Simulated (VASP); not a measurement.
Calculation: r2SCAN meta-GGA, VASP's PBE PAW potentials (set 64) (plane waves; VASP).

Input for VASP

### POSCAR
```
ZrO2
1
    0.0000000000     2.5202679591     2.5202679591
    2.5202679591     0.0000000000     2.5202679591
    2.5202679591     2.5202679591     0.0000000000
Zr O
1 2
Direct
  0.0000000000   0.0000000000   0.0000000000
  0.2500000000   0.2500000000   0.2500000000
  0.7500000000   0.7500000000   0.7500000000
```

**INCAR**
```
# general
SYSTEM =ZrO2
PREC   =Accurate
ENCUT  =520
LREAL  =.FALSE.
LASPH  =.TRUE.

# electronic loop
EDIFF  =1E-7
NELM   =100   # most electronic steps
ALGO   =Normal
LMAXMIX=4
LMIXTAU=.TRUE.

# smearing
ISMEAR =0   # Gaussian
SIGMA  =0.05   # width (eV)

# functional
METAGGA=R2SCAN

# ions
ISIF   =2   # forces and stress, cell fixed

# output
LWAVE  =.FALSE.
LCHARG =.FALSE.
```

KPOINTS:
```
K-points
0
Gamma
 8 8 8
```

POTCAR, in this order: Zr_sv O (PBE.64 set). Program: vasp_std.

**Question.** What will the output report for the number of irreducible k-points (NKPTS), largest plane-wave count, number of space-group operations, FFT grid (NGX, NGY, NGZ)?

**Answer.** 
| Item | Result |
|---|---|
| number of irreducible k-points (NKPTS) | 29 |
| largest plane-wave count | 887 |
| number of space-group operations | 48 |
| FFT grid (NGX, NGY, NGZ) | 28 × 28 × 28 |

The compound is ZrO2 in the fluorite structure, the high-temperature cubic form, which is unstable at 0 K; the monoclinic form is the stable one. This cell is one point of a volume scan, at 0.97 of the reference volume.
